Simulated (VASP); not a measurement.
W2N:

```
W N
1.0
     2.80475    0.00000    0.00000
    -1.40237    2.42898    0.00000
     0.00000    0.00000   17.47683
W N
6 3
Direct
  0.00000 0.00000 0.07589
  0.00000 0.00000 0.92411
  0.33333 0.66667 0.26269
  0.66667 0.33333 0.73731
  0.33333 0.66667 0.41746
  0.66667 0.33333 0.58254
  0.00000 0.00000 0.50000
  0.33333 0.66667 0.15074
  0.66667 0.33333 0.84926
```

The cell comes from a database or a generator and needn't be the stable form of this composition.

Base run:

* Program: VASP 6.6.1
* Functional: r2SCAN
* Potentials or basis: VASP PAW PBE potentials, release 64 (W_sv, N)
* Cutoff: 520 eV
* k mesh: 12 × 12 × 2
* Occupations: gaussian, width 0.1 eV
* Spin: no spin polarisation

Its results: band gap on the k mesh none (metal or under the smearing width); pressure 5.3 GPa; largest force 0.358 eV/Å.

The run is repeated on the same cell with these changes: functional from r2SCAN to PBEsol; potentials or basis from VASP PAW PBE potentials, release 64 (W_sv, N) to VASP PAW PBE potentials, release 64 (W_sv, N_h); cutoff from 520 eV to 900 eV. What comes out?

Band gap on the k mesh none (metal or under the smearing width); pressure 0.0 GPa; largest force 0.006 eV/Å.

Caveats: the PAW data sets were made with another functional, which shifts forces and pressure a little; the cutoff is under 1.25 times the usual one of these potentials, so pressure, stress and relaxed cells hold a basis-set (Pulay) error (some runs).
